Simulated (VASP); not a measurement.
Level of theory: PBEsol GGA, VASP's PBE PAW potentials (set 64) (plane waves; VASP).

VASP input:

File KPOINTS:
```
Regular mesh
0
G
  12 12 10
0 0 0
```

### INCAR
```
! general
SYSTEM  = FePt
PREC    = Accurate
ENCUT   = 480
LREAL   = F
LASPH   = T

! electronic loop
EDIFF   = 1E-7
NELM    = 100
ALGO    = Normal
LMAXMIX = 6

! smearing
ISMEAR  = 1
SIGMA   = 0.1

! functional
GGA     = PS

! spin
ISPIN   = 2
MAGMOM  = 2.9 0.3

! ions
IBRION  = 2
NSW     = 40
ISIF    = 3
EDIFFG  = -0.01
PSTRESS = 10

! output
LWAVE   = F
LCHARG  = F
LORBIT  = 10
```

**POSCAR**
```
FePt
1
    2.6824145220     0.0000000000    -0.0000000000
    0.0000000000     2.6824145220     0.0000000000
    0.0000000000    -0.0000000000     3.7083601811
Fe Pt
1 1
Direct
  0.0000000000   0.0000000000   0.0000000000
  0.5000000000   0.5000000000   0.5000000000
```

POTCAR, in this order: Fe Pt (PBE.64 set). Program: vasp_std.

Output

File OSZICAR:
```
       N       E                     dE             d eps       ncg     rms          rms(c)
DAV:   1     0.872458570471E+02    0.87246E+02   -0.84423E+03 10502   0.126E+03
DAV:   2    -0.148124278807E+02   -0.10206E+03   -0.91308E+02 10318   0.250E+02
DAV:   3    -0.179077008686E+02   -0.30953E+01   -0.30048E+01 12663   0.527E+01
DAV:   4    -0.179394269219E+02   -0.31726E-01   -0.31707E-01 11498   0.457E+00
DAV:   5    -0.179402648159E+02   -0.83789E-03   -0.83788E-03 13391   0.846E-01    0.182E+01
DAV:   6    -0.188511991161E+02   -0.91093E+00   -0.13797E+01 10956   0.836E+01    0.229E+01
DAV:   7    -0.164655345493E+02    0.23857E+01   -0.10677E+01 12825   0.826E+01    0.918E+00
DAV:   8    -0.163735551746E+02    0.91979E-01   -0.53540E-01 12364   0.113E+01    0.458E+00
DAV:   9    -0.162981380612E+02    0.75417E-01   -0.16511E-01 14436   0.827E+00    0.191E+00
DAV:  10    -0.162867629400E+02    0.11375E-01   -0.34106E-02 15298   0.355E+00    0.785E-01
DAV:  11    -0.162864704722E+02    0.29247E-03   -0.49556E-03 14088   0.122E+00    0.324E-01
DAV:  12    -0.162865903814E+02   -0.11991E-03   -0.42676E-04 14046   0.311E-01    0.108E-01
DAV:  13    -0.162866052525E+02   -0.14871E-04   -0.11669E-04 13085   0.134E-01    0.414E-02
DAV:  14    -0.162865981856E+02    0.70669E-05   -0.14006E-05 13763   0.746E-02    0.127E-02
DAV:  15    -0.162865979403E+02    0.24532E-06   -0.12155E-06 14273   0.197E-02    0.489E-03
DAV:  16    -0.162865979967E+02   -0.56422E-07   -0.30277E-07  9030   0.126E-02
   1 F= -.16120056E+02 E0= -.16119829E+02  d E =-.161201E+02  mag=     3.1874
```

File OUTCAR:
```
------------------------ aborting loop because EDIFF is reached ----------------------------------------
  FORCE on cell =-STRESS in cart. coord.  units (eV):
  Direction    XX          YY          ZZ          XY          YZ          ZX
  --------------------------------------------------------------------------------------
  Total        0.1647309      0.1647309      0.1776673      0.0000000      0.0000000      0.0000000
  in kB        9.8912690      9.8912690     10.6680345      0.0000000      0.0000000      0.0000000
  external PRESSURE =       0.1501908 kB  Pullay stress =      10.0000000 kB
  volume of cell :       26.68
      direct lattice vectors                 reciprocal lattice vectors
     2.682414522  0.000000000  0.000000000     0.372798459  0.000000000  0.000000000
     0.000000000  2.682414522  0.000000000     0.000000000  0.372798459  0.000000000
     0.000000000  0.000000000  3.708360181     0.000000000  0.000000000  0.269660969
 POSITION                                       TOTAL-FORCE (eV/Angst)
 -----------------------------------------------------------------------------------
      0.00000      0.00000      0.00000         0.000000      0.000000      0.000000
      1.34121      1.34121      1.85418         0.000000      0.000000      0.000000
 -----------------------------------------------------------------------------------
    total drift:                               -0.000000      0.000000      0.000000
  FREE ENERGIE OF THE ION-ELECTRON SYSTEM (eV)
  ---------------------------------------------------
  free  energy   TOTEN  =       -16.2865979967 eV

  energy  without entropy=      -16.2859157888  energy(sigma->0) =      -16.28637059
  enthalpy is  TOTEN    =       -16.1200562520 eV   P V=        0.1665417447

 total charge

# of ion       s       p       d       tot
------------------------------------------
    1        0.424   0.483   6.156   7.062
    2        0.725   0.710   8.065   9.501
--------------------------------------------------
tot          1.149   1.192  14.221  16.563

 magnetization (x)

# of ion       s       p       d       tot
------------------------------------------
    1        0.002  -0.006   2.842   2.838
    2       -0.025  -0.066   0.404   0.313
--------------------------------------------------
tot         -0.023  -0.072   3.246   3.151

 reached required accuracy - stopping structural energy minimisation
```
(Selected blocks of OUTCAR.)

The compound is FePt in the L1_0 structure. It was relaxed first under an external pressure of 1 GPa.
